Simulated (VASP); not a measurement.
Input:

```
CELL_PARAMETERS angstrom
      0.00000     3.10789     3.10789
      3.10789     0.00000     3.10789
      3.10789     3.10789     0.00000
ATOMIC_POSITIONS crystal
  Pb 0.00000 0.00000 0.00000
  Se 0.50000 0.50000 0.50000
```

The numbers are results of SCAN meta-GGA, VASP's PBE PAW potentials (set 64) (plane waves; VASP), not measurements. Numerical set-up: 520 eV cut-off, 8×8×8 Γ-centred mesh, Gaussian smearing of 0.050 eV, potentials Pb_d Se.

### Question
The job: PbSe (rock salt), 2 atoms, SCAN, static run, 520 eV, 8×8×8 Γ-centred mesh. Roughly how much core time does it take on a busy server core?

### Answer
About 2 core-minutes (one run on a shared machine, a rough figure). It had 29 irreducible k-points, 14 bands, up to 1639 plane waves and 20 electronic steps.

The compound is PbSe in the rock salt structure. This cell is one point of a volume scan, at 1.03 of the reference volume.
